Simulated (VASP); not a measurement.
Input for VASP

### POSCAR
```
Mg2Sn
1
   -0.0000000000     3.0620278171     3.0620278171
    3.0620278171    -0.0000000000     3.0620278171
    3.0620278171     3.0620278171    -0.0000000000
Mg Sn
2 1
Direct
  0.2500000000   0.2500000000   0.2500000000
  0.7500000000   0.7500000000   0.7500000000
  0.0000000000   0.0000000000   0.0000000000
```

KPOINTS:
```
Automatic mesh
0
Gamma
9 9 9
0 0 0
```

### INCAR
```
SYSTEM = Mg2Sn
PREC = Accurate
ENCUT = 500
EDIFF = 1E-6
NELM = 100
ALGO = Normal
LREAL = .FALSE.
LASPH = .TRUE.
ISMEAR = 1
SIGMA = 0.1
LMAXMIX = 4
LWAVE = .FALSE.
LCHARG = .FALSE.
IBRION = 2
ISIF = 3
NSW = 40
EDIFFG = -0.02
PSTRESS = 200
```

POTCAR, in this order: Mg Sn_d (LDA.64 set). Program: vasp_std.

Problem. Translate this LDA calculation to Quantum ESPRESSO's pw.x.

Solution. One equivalent input (not run):
```
&CONTROL
  calculation = 'vc-relax'
  pseudo_dir = './pseudo'
  outdir = './out'
  tprnfor = .true.
  tstress = .true.
  nstep = 40
  forc_conv_thr = 0.00078
/
&SYSTEM
  ibrav = 0
  nat = 3
  ntyp = 2
  ecutwfc = 84
  occupations = 'smearing'
  smearing = 'methfessel-paxton'
  degauss = 0.00735
  input_dft = 'pz'
/
&ELECTRONS
  conv_thr = 7.3e-08
  electron_maxstep = 100
/
&IONS
/
&CELL
  press = 200
/
ATOMIC_SPECIES
  Mg 24.305 Mg.upf
  Sn 118.710 Sn.upf
CELL_PARAMETERS angstrom
    -0.0000000    3.0620278    3.0620278
     3.0620278   -0.0000000    3.0620278
     3.0620278    3.0620278   -0.0000000
ATOMIC_POSITIONS crystal
  Mg   0.2500000  0.2500000  0.2500000
  Mg   0.7500000  0.7500000  0.7500000
  Sn   0.0000000  0.0000000  0.0000000
K_POINTS automatic
  9 9 9 0 0 0
```
The two are equivalent in intent, not identical: the potentials are each code's own (VASP's PAW set, PseudoDojo norm-conserving files in pw.x), so ENCUT and ecutwfc are chosen apart and not converted; conv_thr bounds pw.x's estimated SCF error, while EDIFF bounds the energy change between steps; forc_conv_thr acts on force components and is met together with etot_conv_thr.

The compound is Mg2Sn in the antifluorite structure. This run relaxes it under an external pressure of 20 GPa. Symmetry was kept, so distortions that lower it aren't found.
